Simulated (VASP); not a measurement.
Level of theory: optB88-vdW, VASP's PBE PAW potentials (set 64) (plane waves; VASP).

Input for VASP

File KPOINTS:
```
Automatic mesh
0
Gamma
12 12 1
0 0 0
```

### INCAR
```
SYSTEM=MoS2 bilayer
PREC=Normal; ENCUT=400; LREAL=.FALSE.
LASPH=.TRUE.
EDIFF=1E-6; NELM=100; NELMIN=4
ALGO=Normal; LMAXMIX=4
ISMEAR=0; SIGMA=0.05
GGA=BO; LUSE_VDW=.TRUE.; AGGAC=0.0
PARAM1=0.1833333333; PARAM2=0.22
LWAVE=.FALSE.; LCHARG=.FALSE.; LORBIT=11
LVHAR=.TRUE.
```

File POSCAR:
```
MoS2 bilayer
1.0
  3.1909927824   0.0000000000   0.0000000000
 -1.5954963912   2.7634805520   0.0000000000
  0.0000000000   0.0000000000  25.6447837351
Mo S
2 4
direct
  0.6666670000   0.3333330000   0.3784510429
  0.3333330000   0.6666670000   0.6215489571
  0.3333330000   0.6666670000   0.4396953771
  0.3333330000   0.6666670000   0.3172875037
  0.6666670000   0.3333330000   0.6827124963
  0.6666670000   0.3333330000   0.5603046229
```

POTCAR, in this order: Mo_sv S (PBE.64 set). Program: vasp_std. Read from the step before: WAVECAR.

Output

### OSZICAR
```
       N       E                     dE             d eps       ncg     rms          rms(c)
DAV:   1    -0.310883553951E+02   -0.31088E+02   -0.11869E-03  1301   0.311E-01    0.665E-03
DAV:   2    -0.310883587179E+02   -0.33228E-05   -0.11891E-05  1455   0.286E-02    0.385E-03
DAV:   3    -0.310883580160E+02    0.70184E-06   -0.20148E-06   879   0.114E-02    0.236E-03
DAV:   4    -0.310883578204E+02    0.19559E-06   -0.29638E-06   974   0.164E-02
   1 F= -.31088358E+02 E0= -.31088358E+02  d E =-.842775E-22
```

OUTCAR:
```
------------------------ aborting loop because EDIFF is reached ----------------------------------------
  FORCE on cell =-STRESS in cart. coord.  units (eV):
  Direction    XX          YY          ZZ          XY          YZ          ZX
  --------------------------------------------------------------------------------------
  Total       -0.1835306     -0.1835306     -0.1741403     -0.0000000      0.0000000      0.0000000
  in kB       -1.3002828     -1.3002825     -1.2337544     -0.0000000      0.0000000      0.0000000
  external PRESSURE =      -1.2781066 kB  Pullay stress =       0.0000000 kB
  volume of cell :      226.14
      direct lattice vectors                 reciprocal lattice vectors
     3.190992782  0.000000000  0.000000000     0.313382094  0.180931253  0.000000000
    -1.595496391  2.763480552  0.000000000     0.000000000  0.361862507  0.000000000
     0.000000000  0.000000000 25.644783735     0.000000000  0.000000000  0.038994285
 POSITION                                       TOTAL-FORCE (eV/Angst)
 -----------------------------------------------------------------------------------
      1.59550      0.92116      9.70530         0.000000     -0.000000      0.004225
     -0.00000      1.84232     15.93949        -0.000000      0.000000     -0.004225
     -0.00000      1.84232     11.27589        -0.000000      0.000000     -0.002565
     -0.00000      1.84232      8.13677         0.000000      0.000000     -0.009435
      1.59550      0.92116     17.50801         0.000000      0.000000      0.009435
      1.59550      0.92116     14.36889         0.000000     -0.000000      0.002565
 -----------------------------------------------------------------------------------
    total drift:                                0.000000     -0.000000      0.000000
  FREE ENERGIE OF THE ION-ELECTRON SYSTEM (eV)
  ---------------------------------------------------
  free  energy   TOTEN  =       -31.0883578204 eV

  energy  without entropy=      -31.0883578204  energy(sigma->0) =      -31.08835782

 total charge

# of ion       s       p       d       tot
------------------------------------------
    1        2.286   6.209   3.934  12.429
    2        2.286   6.209   3.934  12.429
    3        1.371   2.342   0.000   3.713
    4        1.371   2.344   0.000   3.714
    5        1.371   2.344   0.000   3.714
    6        1.371   2.342   0.000   3.713
--------------------------------------------------
tot         10.056  21.788   7.868  39.711
```
(Selected blocks of OUTCAR.)

The cell is a sheet with vacuum, built from MoS2 (2H layered).
